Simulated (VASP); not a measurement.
# RuCl2 (P-3m1) in VASP: a series of runs

Runs on RuCl2. Level: PBE+U. Tasks: single point.

All numbers are computed with VASP 6.6.1; they aren't measurements. Logs are shortened: lines on timing, memory, paths and dates and some standing lists are left out, and cuts for length are marked.

## Step 1: The crystal as given

Symmetry: P-3m1, No. 164, trigonal system. The conventional cell has a = 3.550 Å, b = 3.550 Å, c = 5.726 Å, α = 90.00°, β = 90.00°, γ = 120.00°. Ru (site symmetry -3m) has 6 Cl at 2.51 Å as nearest neighbours. Around Cl (site symmetry 3m) lie 3 Ru at 2.51 Å.

The cell comes from a database or a generator and needn't be the stable form of this composition.

## Step 2: Single point, PBE+U, collinear spin, zero start

INCAR

```
SYSTEM = RuCl2
  PREC = Accurate
  ENCUT = 520
  EDIFF = 1E-7
  ISMEAR = 0
  SIGMA = 0.05
  LREAL = .FALSE.
  LASPH = .TRUE.
  NELM = 60
  ALGO = Normal
  ISIF = 2
  LWAVE = .FALSE.
  LCHARG = .FALSE.
  ISPIN = 2
  MAGMOM = 0 0 0
  LORBIT = 11
  LMAXMIX = 4
  LDAU = .TRUE.
  LDAUTYPE = 2
  LDAUL = 2 -1
  LDAUU = 4 0
  LDAUJ = 0 0
  LDAUPRINT = 1
  GGA = PE
  NBANDS = 25
```

KPOINTS

```
Automatic mesh
0
G
  6 6 4
  0 0 0
```

POSCAR

```
RuCl2
1.0
    3.5496909800      0.0000000000      0.0000000000
   -1.7748454900      3.0741225600      0.0000000000
    0.0000000000      0.0000000000      5.7263882700
Ru Cl
1 2
Direct
    0.0000000000      0.0000000000      0.0000000000
    0.3333333333      0.6666666667      0.2520000000
    0.6666666667      0.3333333333      0.7480000000
```

Potentials or basis: VASP PAW PBE potentials, release 64 (Ru_pv, Cl).

The run is started by

```bash
> cat potpaw_PBE.64/Ru_pv/POTCAR potpaw_PBE.64/Cl/POTCAR > POTCAR
> mpirun -np 1 vasp_std > vasp.out
```

OUTCAR:

```text
SYSTEM = RuCl2
   PREC = Accurate
   ENCUT = 520
   EDIFF = 1E-7
   ISMEAR = 0
   LREAL = .FALSE.
   LASPH = .TRUE.
   NELM = 60
   ISIF = 2
   ISPIN = 2
   LORBIT = 11
   GGA = PE

 ion  position               nearest neighbor table
   1  0.000  0.000  0.000-   2 2.51   3 2.51   3 2.51   2 2.51   3 2.51   2 2.51
   2  0.333  0.667  0.252-   1 2.51   1 2.51   1 2.51
   3  0.667  0.333  0.748-   1 2.51   1 2.51   1 2.51

  LATTYP: Found a hexagonal cell.
 ALAT       =     3.5496909800
 C/A-ratio  =     1.6132075446

  Lattice vectors:

 A1 = (   3.5496909800,   0.0000000000,   0.0000000000)
 A2 = (  -1.7748454900,   3.0741225600,   0.0000000000)
 A3 = (   0.0000000000,   0.0000000000,   5.7263882700)

Analysis of symmetry for initial positions (statically):
=====================================================================
 Subroutine PRICEL returns:
 Original cell was already a primitive cell.

 Routine SETGRP: Setting up the symmetry group for a
 hexagonal supercell.

 Subroutine GETGRP returns: Found 12 space group operations
 (whereof 12 operations were pure point group operations)
 out of a pool of 24 trial point group operations.

The static configuration has the point symmetry D_3d.

Analysis of symmetry for dynamics (positions and initial velocities):
=====================================================================
 Subroutine PRICEL returns:
 Original cell was already a primitive cell.

 Routine SETGRP: Setting up the symmetry group for a
 hexagonal supercell.

 Subroutine GETGRP returns: Found 12 space group operations
 (whereof 12 operations were pure point group operations)
 out of a pool of 24 trial point group operations.

The dynamic configuration has the point symmetry D_3d.

Analysis of structural, dynamic, and magnetic symmetry:
=====================================================================
 Subroutine PRICEL returns:
 Original cell was already a primitive cell.

 Routine SETGRP: Setting up the symmetry group for a
 hexagonal supercell.

 Subroutine GETGRP returns: Found 12 space group operations
 (whereof 12 operations were pure point group operations)
 out of a pool of 24 trial point group operations.

The overall configuration has the point symmetry D_3d.

 Subroutine INISYM returns: Found 12 space group operations
 (whereof 12 operations are pure point group operations),
 and found     1 'primitive' translations

----------------------------------------------------------------------------------------

                                     Primitive cell

  volume of cell :      62.4874

  direct lattice vectors                    reciprocal lattice vectors
     3.549690980  0.000000000  0.000000000     0.281714664  0.162648037  0.000000000
    -1.774845490  3.074122560  0.000000000     0.000000000  0.325296074  0.000000000
     0.000000000  0.000000000  5.726388270     0.000000000  0.000000000  0.174630143

  length of vectors
     3.549690980  3.549690976  5.726388270     0.325296074  0.325296074  0.174630143

  position of ions in fractional coordinates (direct lattice)
     0.000000000  0.000000000  0.000000000
     0.333333333  0.666666667  0.252000000
     0.666666667  0.333333333  0.748000000

  ion indices of the primitive-cell ions
   primitive index   ion index
                 1           1
                 2           2
                 3           3

----------------------------------------------------------------------------------------

 KPOINTS: Automatic mesh

Automatic generation of k-mesh.
 Grid dimensions read from file:
[... 79 lines left out ...]
   ISMEAR =     0;   SIGMA  =   0.05  broadening in eV -4-tet -1-fermi 0-gaus
   EFERMI_NEDOS =   21; number of points for ismear=-14 and -15
   IALGO  =     38    algorithm
   IMIX   =      4    mixing-type and parameters
     AMIX     =   0.40;   BMIX     =  1.00
     AMIX_MAG =   1.60;   BMIX_MAG =  1.00
  volume/ion in A,a.u.               =      20.83       140.56
  Fermi-wavevector in a.u.,A,eV,Ry     =   1.252747  2.367348 21.352640  1.569375
  Thomas-Fermi vector in A             =   2.386633
   LORBIT       =     11    0 simple, 1 ext, 2 COOP (PROOUT), +10 PAW based schemes
 LDA+U is selected, type is set to LDAUTYPE =  2
   angular momentum for each species LDAUL =     2   -1
   U (eV)           for each species LDAUU =   4.0  0.0
   J (eV)           for each species LDAUJ =   0.0  0.0
   GGA     = PE    functional components
   LHFCALC =     F    Hartree Fock is set to
   AEXX    =    0.0000 exact exchange contribution
   IVDW    =     0    specifies the selected vdW correction
   LEPSILON=     F    determine dielectric tensor
   LRPA    =     F    only Hartree local field effects (RPA)
 spin polarized calculation
 Gauss-broadening in eV      SIGMA  =   0.05
  energy-cutoff  :      520.00
  volume of cell :       62.49
 maximum number of plane-waves:      1725
 NGX is ok and might be reduce to    28
   NGX = 13   NGY = 13   NGZ = 21

 number of electron      28.0000006 magnetization       0.0000000

atom =   1  type =  1  l = 2

 onsite density matrix

spin component  1

  0.6629 -0.0000 -0.0000  0.3135  0.0000
 -0.0000  0.4134 -0.0000  0.0000  0.3135
 -0.0000 -0.0000  0.8791 -0.0000 -0.0000
  0.3135  0.0000 -0.0000  0.4134 -0.0000
  0.0000  0.3135 -0.0000 -0.0000  0.6629

spin component  2

  0.6629 -0.0000 -0.0000  0.3135  0.0000
 -0.0000  0.4133 -0.0000  0.0000  0.3135
 -0.0000 -0.0000  0.8791 -0.0000 -0.0000
  0.3135  0.0000 -0.0000  0.4133 -0.0000
  0.0000  0.3135 -0.0000 -0.0000  0.6629

 occupancies and eigenvectors

  o =  0.2007  v =  0.0000  0.0000  0.0000  0.0000  0.0000  0.0000 -0.8276  0.0000 -0.0000  0.5613      0.0000  0.0000  0.0000  0.0000  0.0000  0.0000  0.0000  0.0000  0.0000  0.0000
  o =  0.2007  v =  0.0000  0.0000  0.0000  0.0000  0.0000  0.5613  0.0000  0.0000 -0.8276 -0.0000      0.0000  0.0000  0.0000  0.0000  0.0000  0.0000  0.0000  0.0000  0.0000  0.0000
  o =  0.2007  v =  0.0000 -0.8276  0.0000 -0.0000  0.5614  0.0000  0.0000  0.0000  0.0000  0.0000      0.0000  0.0000  0.0000  0.0000  0.0000  0.0000  0.0000  0.0000  0.0000  0.0000
  o =  0.2007  v =  0.5614  0.0000  0.0000 -0.8276 -0.0000  0.0000  0.0000  0.0000  0.0000  0.0000      0.0000  0.0000  0.0000  0.0000  0.0000  0.0000  0.0000  0.0000  0.0000  0.0000
  o =  0.8756  v =  0.0000  0.0000  0.0000  0.0000  0.0000  0.0000  0.5613  0.0000 -0.0000  0.8276      0.0000  0.0000  0.0000  0.0000  0.0000  0.0000  0.0000  0.0000  0.0000  0.0000
  o =  0.8756  v =  0.0000  0.0000  0.0000  0.0000  0.0000 -0.8276  0.0000  0.0000 -0.5613 -0.0000      0.0000  0.0000  0.0000  0.0000  0.0000  0.0000  0.0000  0.0000  0.0000  0.0000
  o =  0.8756  v =  0.0000  0.5614  0.0000 -0.0000  0.8276  0.0000  0.0000  0.0000  0.0000  0.0000      0.0000  0.0000  0.0000  0.0000  0.0000  0.0000  0.0000  0.0000  0.0000  0.0000
  o =  0.8756  v = -0.8276  0.0000  0.0000 -0.5614 -0.0000  0.0000  0.0000  0.0000  0.0000  0.0000      0.0000  0.0000  0.0000  0.0000  0.0000  0.0000  0.0000  0.0000  0.0000  0.0000
  o =  0.8791  v =  0.0000  0.0000  0.0000  0.0000  0.0000  0.0000  0.0000 -1.0000 -0.0000  0.0000      0.0000  0.0000  0.0000  0.0000  0.0000  0.0000  0.0000  0.0000  0.0000  0.0000
  o =  0.8791  v =  0.0000  0.0000 -1.0000 -0.0000  0.0000  0.0000  0.0000  0.0000  0.0000  0.0000      0.0000  0.0000  0.0000  0.0000  0.0000  0.0000  0.0000  0.0000  0.0000  0.0000

 number of electron      28.0000006 magnetization      -0.0000000

 Free energy of the ion-electron system (eV)
  ---------------------------------------------------
  ext. energy  EPLUGINS =         0.00000000
  ---------------------------------------------------
  free energy    TOTEN  =       -10.50320868 eV

  energy without entropy =      -10.50320868  energy(sigma->0) =      -10.50320868

 E-fermi :   4.0364     XC(G=0):  -9.8245

 val. band max:        3.7932612134   @ k =   0.0000   0.3333   0.2500
 cond. band min:       6.4699428579   @ k =   0.1667  -0.0000   0.5000
 fundamental gap:      2.6766816445
 Fermi energy:         4.0363742619

 spin component 1

 k-point     1 :       0.0000    0.0000    0.0000
  band No.  band energies     occupation
      1     -37.2444      1.00000
      2     -37.1711      1.00000
      3     -37.1711      1.00000
      4     -11.8818      1.00000
      5     -10.9903      1.00000
      6      -1.7190      1.00000
[... 661 lines left out ...]
     24      16.4762      0.00000
     25      17.0141      0.00000
 Fermi energy:         4.0363742619

 spin component 2

 k-point     1 :       0.0000    0.0000    0.0000
  band No.  band energies     occupation
      1     -37.2443      1.00000
      2     -37.1711      1.00000
      3     -37.1711      1.00000
      4     -11.8818      1.00000
      5     -10.9903      1.00000
      6      -1.7190      1.00000
[... 661 lines left out ...]
     24      16.4762      0.00000
     25      17.0141      0.00000

------------------------ aborting loop because EDIFF is reached ----------------------------------------

  FORCE on cell =-STRESS in cart. coord.  units (eV):
  Direction    XX          YY          ZZ          XY          YZ          ZX
  --------------------------------------------------------------------------------------
  -------------------------------------------------------------------------------------
  Total       -0.3046215     -0.3046215     -1.6801935     -0.0000000     -0.0000000      0.0000000
  in kB       -7.8104951     -7.8104951    -43.0801647     -0.0000000     -0.0000000      0.0000000
  external PRESSURE =     -19.5670516 kB  Pullay stress =       0.0000000 kB

 VOLUME and BASIS-vectors are now :
 -----------------------------------------------------------------------------
  energy-cutoff  :      520.00
  volume of cell :       62.49
      direct lattice vectors                 reciprocal lattice vectors
     3.549690980  0.000000000  0.000000000     0.281714664  0.162648037  0.000000000
    -1.774845490  3.074122560  0.000000000     0.000000000  0.325296074  0.000000000
     0.000000000  0.000000000  5.726388270     0.000000000  0.000000000  0.174630143

 POSITION                                       TOTAL-FORCE (eV/Angst)
 -----------------------------------------------------------------------------------
      0.00000      0.00000      0.00000        -0.000000      0.000000      0.000000
     -0.00000      2.04942      1.44305         0.000000      0.000000     -1.003630
      1.77485      1.02471      4.28334        -0.000000     -0.000000      1.003630
 -----------------------------------------------------------------------------------
    total drift:                                0.000000     -0.000000      0.000000

  FREE ENERGIE OF THE ION-ELECTRON SYSTEM (eV)
  ---------------------------------------------------
  free  energy   TOTEN  =       -10.5032086793 eV

  energy  without entropy=      -10.5032086793  energy(sigma->0) =      -10.50320868

 total charge

# of ion       s       p       d       tot
------------------------------------------
    1        0.213   6.139   6.018  12.370
    2        1.598   3.495   0.000   5.093
    3        1.598   3.495   0.000   5.093
--------------------------------------------------
tot          3.409  13.129   6.018  22.556

 magnetization (x)

# of ion       s       p       d       tot
------------------------------------------
    1       -0.000  -0.000   0.000   0.000
    2        0.000  -0.000   0.000  -0.000
    3        0.000  -0.000   0.000  -0.000
--------------------------------------------------
tot         -0.000  -0.000   0.000   0.000
```

It took 37 s on 1 thread of Intel Xeon 6975P-C (Granite Rapids), shared host; peak memory 0.24 GiB.

What came out:

```yaml
Free_energy: -10.5032 eV
Pressure: -2.0 GPa
Largest_force: 1.004 eV/Å
Band_gap_on_the_k_mesh: 2.68 eV, indirect (least direct gap 2.80 eV)
Net_moment: 0.00 μB per cell
Valence_electrons_inside_the_program's_atomic_spheres: Ru 12.37; Cl 5.09
```

Forces in eV/Å, atoms in the order of the input:
```
Ru   0.000  0.000  0.000
Cl   0.000  0.000 -1.004
Cl   0.000  0.000  1.004
```

Eigenvalues of the final occupation matrices:
| site | spin | trace | eigenvalues |
| --- | --- | --- | --- |
| site 1 d | 1 | 3.03 | 0.20 0.20 0.88 0.88 0.88 |
| site 1 d | 2 | 3.03 | 0.20 0.20 0.88 0.88 0.88 |

Caveat: forces of over 1 eV/Å show positions far from the minimum, so gaps and moduli don't describe the material at rest. A k mesh can miss the band edges.

## Step 3: Single point, PBE+U, collinear spin, random start

INCAR

```
  PREC = Accurate
  ENCUT = 520
  EDIFF = 1E-6
  ISMEAR = 0
  SIGMA = 0.05
  LREAL = False
  LASPH = True
  NELM = 60
  ALGO = Fast
  ISIF = 2
  LWAVE = False
  LCHARG = True
  ISPIN = 2
  MAGMOM = -0.6 0 0
  LORBIT = 11
  LMAXMIX = 4
  LDAU = True
  LDAUTYPE = 2
  LDAUL = 2 -1
  LDAUU = 4 0
  LDAUJ = 0 0
  LDAUPRINT = 1
  GGA = PE
  LELF = True
  LVHAR = True
```

KPOINTS

```
Automatic mesh
0
Gamma
  6 6 4
```

POSCAR is that of step 2.

Potentials or basis: VASP PAW PBE potentials, release 64 (Ru_pv, Cl).

The run is started by

```bash
> cat potpaw_PBE.64/Ru_pv/POTCAR potpaw_PBE.64/Cl/POTCAR > POTCAR
> mpirun -np 1 vasp_std > vasp.out
```

It took 32 s on 1 thread of Intel Xeon 6975P-C (Granite Rapids), shared host; peak memory 0.23 GiB.

The run converged. Its results:

```
Free energy                                           : -10.5032 eV
Pressure                                              : -2.0 GPa
Largest force                                         : 1.003 eV/Å
Band gap on the k mesh                                : 2.68 eV, indirect (least direct gap 2.80 eV)
Net moment                                            : 0.00 μB per cell
Valence electrons inside the program's atomic spheres : Ru 12.37; Cl 5.09
```

Forces in eV/Å, atoms in the order of the input:
```
Ru   0.000  0.000  0.000
Cl   0.000  0.000 -1.003
Cl   0.000  0.000  1.003
```

Stress tensor (GPa, compression positive):
```
-0.78  0.00  0.00
 0.00 -0.78  0.00
 0.00  0.00 -4.31
```

Levels at points of the mesh, in eV from the valence-band top:
Spin up:
```
           k point  band 12  band 13  band 14  band 15  band 16  band 17
(0.00, 0.00, 0.00)    -1.02    -1.02    -0.71     2.85     2.85     4.69
(0.50, 0.00, 0.00)    -1.22    -0.32    -0.10     3.29     3.54     6.97
(0.00, 0.00, 0.50)    -1.03    -1.03    -0.46     3.04     3.04     6.24
(0.50, 0.00, 0.50)    -1.36    -0.32    -0.10     3.04     3.69     6.35
```
Spin down:
```
           k point  band 12  band 13  band 14  band 15  band 16  band 17
(0.00, 0.00, 0.00)    -1.02    -1.02    -0.71     2.85     2.85     4.69
(0.50, 0.00, 0.00)    -1.22    -0.32    -0.10     3.29     3.54     6.97
(0.00, 0.00, 0.50)    -1.03    -1.03    -0.46     3.04     3.04     6.24
(0.50, 0.00, 0.50)    -1.36    -0.32    -0.10     3.04     3.69     6.35
```

Eigenvalues of the final occupation matrices:
```csv
site,spin,trace,eigenvalues
site 1 d,1,3.03,0.20 0.20 0.88 0.88 0.88
site 1 d,2,3.03,0.20 0.20 0.88 0.88 0.88
```

Caveat: forces of over 1 eV/Å show positions far from the minimum, so gaps and moduli don't describe the material at rest. The state reached can hang on the start; a lower one may exist.

## Step 4: Single point, PBE+U, collinear spin, ferromagnetic start

INCAR

```
SYSTEM = RuCl2
ALGO = Normal ; EDIFF = 1E-7
ENCUT = 520 ; GGA = PE
ISIF = 2 ; ISMEAR = 0
ISPIN = 2 ; LASPH = .True.
LCHARG = .False. ; LDAU = .True.
LDAUJ = 0 0 ; LDAUL = 2 -1
LDAUPRINT = 1 ; LDAUTYPE = 2
LDAUU = 4 0 ; LMAXMIX = 4
LORBIT = 11 ; LREAL = .False.
LWAVE = .False. ; MAGMOM = 1 0 0
NBANDS = 25 ; NELM = 80
NUPDOWN = 0 ; PREC = Accurate
SIGMA = 0.05
```

KPOINTS

```
k-points
0
Gamma
  6 6 4
  0 0 0
```

POSCAR is that of step 3.

The run is started by

```bash
> cat potpaw_PBE.64/Ru_pv/POTCAR potpaw_PBE.64/Cl/POTCAR > POTCAR
> mpirun -np 1 vasp_std > vasp.out
```

Wall time 50 s (1 thread of Intel Xeon 6975P-C (Granite Rapids), shared host); peak memory 0.24 GiB.

It converged, with:

```yaml
Free_energy: -10.5032 eV
Pressure: -2.0 GPa
Largest_force: 1.003 eV/Å
Net_moment: 0.00 μB per cell
Valence_electrons_inside_the_program's_atomic_spheres: Ru 12.37; Cl 5.09
```

Forces on the atoms (eV/Å):
```
Ru   0.000  0.000  0.000
Cl   0.000  0.000 -1.003
Cl   0.000  0.000  1.003
```

Stress tensor (GPa, compression positive):
```
-0.78  0.00  0.00
 0.00 -0.78  0.00
 0.00  0.00 -4.30
```

Eigenvalues of the final occupation matrices:
```tsv
site	spin	trace	eigenvalues
site 1 d	1	3.03	0.20 0.20 0.88 0.88 0.88
site 1 d	2	3.03	0.20 0.20 0.88 0.88 0.88
```

Caveat: the total moment is fixed, so each spin has its own Fermi level; forces of over 1 eV/Å show positions far from the minimum, so gaps and moduli don't describe the material at rest.

## Step 5: Overview

```csv
spin,fixed moment (μB),gap on the mesh (eV),pressure (GPa),moment (μB),largest force (eV/Å)
"collinear, zero start",-,2.68,-2.0,0.00,1.00
"collinear, random start",-,2.68,-2.0,0.00,1.00
"collinear, ferromagnetic start",0,-,-2.0,0.00,1.00
```

Alike in all rows: task single point; level PBE+U; potentials or basis VASP PAW PBE potentials, release 64 (Ru_pv, Cl); Ru d U = 4 eV; cell as given; k mesh 6 × 6 × 4; cutoff (eV) 520; smearing gaussian 0.05 eV.

Caveats: forces of over 1 eV/Å show positions far from the minimum, so gaps and moduli don't describe the material at rest; the total moment is fixed, so each spin has its own Fermi level (some runs).

Total energies depend on the potentials used, so only differences within one code and one set of settings carry meaning.
